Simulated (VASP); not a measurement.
Given:

```
CELL_PARAMETERS angstrom
      2.57160     1.48472     4.59431
     -2.57160     1.48472     4.59431
      0.00000    -2.96943     4.59431
ATOMIC_POSITIONS crystal
  Li 0.71720 0.71720 0.71720
  Li 0.21720 0.21720 0.21720
  Ta 0.00139 0.00139 0.00139
  Ta 0.50139 0.50139 0.50139
  O  0.77503 0.38318 0.13501
  O  0.13501 0.77503 0.38318
  O  0.38318 0.13501 0.77503
  O  0.63501 0.88318 0.27503
  O  0.88318 0.27503 0.63501
  O  0.27503 0.63501 0.88318
```

Computed with PBEsol GGA, VASP's PBE PAW potentials (set 64) (plane waves; VASP). Run with 520 eV cut-off, 6×6×6 Γ-centred mesh, tetrahedra with Blöchl corrections, potentials Li_sv Ta_pv O.

Unless said otherwise, spin-orbit coupling is left out, though it shifts the bands of the heavy elements here.

Q: Tabulate the total density of states (states/eV per cell) against energy (eV; zero at the valence-band maximum or, without a gap, the Fermi level).

A: 
(E (eV), DOS (states/eV)): (-9.92, 0.00); (-9.69, 0.00); (-9.46, 0.00); (-9.23, 0.00); (-9.00, 0.00); (-8.89, 0.00); (-8.66, 0.00); (-8.43, 0.00); (-8.20, 0.00); (-7.98, 0.00); (-7.75, 0.00); (-7.52, 0.00); (-7.29, 0.00); (-7.06, 0.00); (-6.95, 0.00); (-6.72, 0.00); (-6.49, 0.00); (-6.26, 0.00); (-6.03, 0.00); (-5.81, 0.00); (-5.58, 0.00); (-5.35, 0.00); (-5.24, 0.00); (-5.01, 0.28); (-4.78, 8.99); (-4.55, 6.84); (-4.32, 7.55); (-4.09, 6.44); (-3.86, 5.79); (-3.64, 4.51); (-3.41, 6.82); (-3.29, 6.13); (-3.07, 7.44); (-2.84, 6.38); (-2.61, 7.31); (-2.38, 6.43); (-2.15, 4.70); (-1.92, 5.25); (-1.69, 4.35); (-1.47, 8.16); (-1.35, 6.58); (-1.12, 6.61); (-0.90, 9.70); (-0.67, 11.4); (-0.44, 13.3); (-0.21, 14.0); (0.02, 1.33); (0.25, 0.00); (0.48, 0.00); (0.59, 0.00); (0.82, 0.00); (1.05, 0.00); (1.27, 0.00); (1.50, 0.00); (1.73, 0.00); (1.96, 0.00); (2.19, 0.00); (2.42, 0.00); (2.53, 0.00); (2.76, 0.00); (2.99, 0.00); (3.22, 0.00); (3.44, 0.00); (3.67, 0.01); (3.90, 2.86); (4.13, 4.34); (4.24, 4.42); (4.47, 8.97); (4.70, 2.52); (4.93, 2.41); (5.16, 6.91); (5.39, 4.42); (5.61, 4.15); (5.84, 8.89); (6.07, 4.26); (6.19, 4.40); (6.41, 0.05); (6.64, 0.00); (6.87, 0.00); (7.10, 0.00)
Within 2 eV below the valence-band maximum the largest weight inside VASP's projection spheres is O p.

The structure comes from a computed database's LiTaO3 entry (R3c); how it stands against other phases isn't given here. It was relaxed first.
